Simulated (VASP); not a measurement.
Consider the following.

```yaml
crystal:
  lattice:
    - [0.00000, 2.89797, 2.89797]
    - [2.89797, 0.00000, 2.89797]
    - [2.89797, 2.89797, 0.00000]
  atoms:
    - { symbol: Ge, position: [0.00000, 0.00000, 0.00000] }
    - { symbol: Ge, position: [0.25000, 0.25000, 0.25000] }
```

All values below come from revPBE GGA, VASP's PBE PAW potentials (set 64) (plane waves; VASP). Settings: 520 eV cut-off, Gaussian smearing of 0.050 eV, potentials Ge_d.

Problem. Give the energies of bands 12 to 17 at the high-symmetry points, in eV from the Fermi level.

Solution. 
```
band      Γ      X      U      L      W
----  -----  -----  -----  -----  -----
12    -0.53  -8.60  -8.04  -7.26  -8.53
13     0.00  -2.83  -3.95  -1.30  -3.56
14     0.00  -2.83  -2.42  -1.30  -3.56
15     0.00   0.90   1.25   0.04   4.07
16     2.53   0.90   3.98   3.72   4.07
17     2.53   8.96   6.83   3.72   4.72
```

It has no gap at this level: it comes out as a metal or semimetal.

Measured: gap 0.79 eV (computed value off by -0.79 eV), as given by Anna Miglio et al., npj Computational Materials (2020), arXiv:2011.12765 [measured zero-point renormalisation of 52 meV added back].

The compound is Ge in the diamond structure. It was relaxed first, which changed the volume by +7 %.
